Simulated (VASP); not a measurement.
Data:

```yaml
crystal:
  lattice:
    - [3.41417, 0.00000, 0.00000]
    - [-1.70709, 2.95676, 0.00000]
    - [0.00000, 0.00000, 5.62702]
  atoms:
    - { symbol: Be, position: [0.33333, 0.66667, 0.00051] }
    - { symbol: Be, position: [0.66667, 0.33333, 0.50051] }
    - { symbol: S, position: [0.33333, 0.66667, 0.37449] }
    - { symbol: S, position: [0.66667, 0.33333, 0.87449] }
```

These are PBEsol GGA, VASP's PBE PAW potentials (set 64) (plane waves; VASP) values and carry that method's errors. Numerical set-up: 400 eV cut-off, Gaussian smearing of 0.050 eV, potentials Be S.

Problem. Give the energies of bands 3 to 11 at the high-symmetry points, in eV from the valence-band maximum.

Solution. 
```
band      Γ      M      K      A      L      H
----  -----  -----  -----  -----  -----  -----
3     -6.02  -5.49  -5.05  -3.49  -5.61  -5.00
4     -1.17  -4.52  -4.21  -3.49  -5.61  -5.00
5     -1.17  -3.88  -4.21  -0.64  -2.07  -4.24
6     -0.16  -2.75  -3.04  -0.64  -2.07  -4.24
7      0.00  -2.40  -3.03  -0.64  -2.04  -1.65
8      0.00  -1.14  -3.03  -0.64  -2.04  -1.65
9      5.06   3.89   3.45   5.36   3.98   5.34
10     5.38   5.16   8.66   5.36   3.98   5.34
11     5.38   6.25   8.67   6.16   5.59   6.54
```

The gap is indirect, 3.45 eV, from the valence maximum at Γ to the conduction minimum at K.

The structure was generated: BeS was put into the wurtzite type (P6_3mc), which need not be its known phase. It was relaxed first, which changed the volume by +14 %.
